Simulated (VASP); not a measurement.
Input of a VASP 6.6.1 run:

File INCAR:

```
SYSTEM = BPd4
  PREC = Accurate
  ENCUT = 520
  EDIFF = 1E-6
  ISMEAR = -1
  SIGMA = 0.05
  LREAL = .FALSE.
  LASPH = .TRUE.
  NELM = 100
  ALGO = Normal
  ISIF = 2
  LWAVE = .FALSE.
  LCHARG = .FALSE.
  LMAXMIX = 4
  METAGGA = TPSS
  LMIXTAU = .TRUE.
  NBANDS = 30
```

Contents of KPOINTS:

```
regular mesh
0
G
  7 5 4
  0 0 0
```

File POSCAR:

```
BPd4
1.0
    2.8920299704      0.0000000000      0.0000000000
    0.0000000000      4.3650077954      0.0000000000
    0.0000000000      0.0000000000      5.8563150000
Pd B
4 1
Direct
    0.5000000000      0.0000000000      0.1975780000
    0.0000000000      0.0000000000      0.6194700000
    0.0000000000      0.5000000000      0.3291640000
    0.5000000000      0.5000000000      0.8675610000
    0.5000000000      0.0000000000      0.8632270000
```

KPOINTS_OPT

```
path GXSYGZURTZ,YT,UX,SR
10
line-mode
reciprocal
 0.0000000000  0.0000000000  0.0000000000  G
 0.5000000000  0.0000000000  0.0000000000  X

 0.5000000000  0.0000000000  0.0000000000  X
 0.5000000000  0.5000000000  0.0000000000  S

 0.5000000000  0.5000000000  0.0000000000  S
 0.0000000000  0.5000000000  0.0000000000  Y

 0.0000000000  0.5000000000  0.0000000000  Y
 0.0000000000  0.0000000000  0.0000000000  G

 0.0000000000  0.0000000000  0.0000000000  G
 0.0000000000  0.0000000000  0.5000000000  Z

 0.0000000000  0.0000000000  0.5000000000  Z
 0.5000000000  0.0000000000  0.5000000000  U

 0.5000000000  0.0000000000  0.5000000000  U
 0.5000000000  0.5000000000  0.5000000000  R

 0.5000000000  0.5000000000  0.5000000000  R
 0.0000000000  0.5000000000  0.5000000000  T

 0.0000000000  0.5000000000  0.5000000000  T
 0.0000000000  0.0000000000  0.5000000000  Z

 0.0000000000  0.5000000000  0.0000000000  Y
 0.0000000000  0.5000000000  0.5000000000  T

 0.5000000000  0.0000000000  0.5000000000  U
 0.5000000000  0.0000000000  0.0000000000  X

 0.5000000000  0.5000000000  0.0000000000  S
 0.5000000000  0.5000000000  0.5000000000  R
```

Potentials or basis: VASP PAW PBE potentials, release 64 (Pd, B).

Run with:

```sh
$ cat potpaw_PBE.64/Pd/POTCAR potpaw_PBE.64/B/POTCAR > POTCAR
$ mpirun -np 1 vasp_std > vasp.out
```

(1) What does it give for the largest force?

(2) Predict the band gap along the path.

(3) Predict the pressure.

## Answers

(1) 0.139 eV/Å.

(2) none (metal or under the smearing width).

(3) -5.0 GPa.

Caveat: the PAW data sets were made with another functional, which shifts forces and pressure a little.
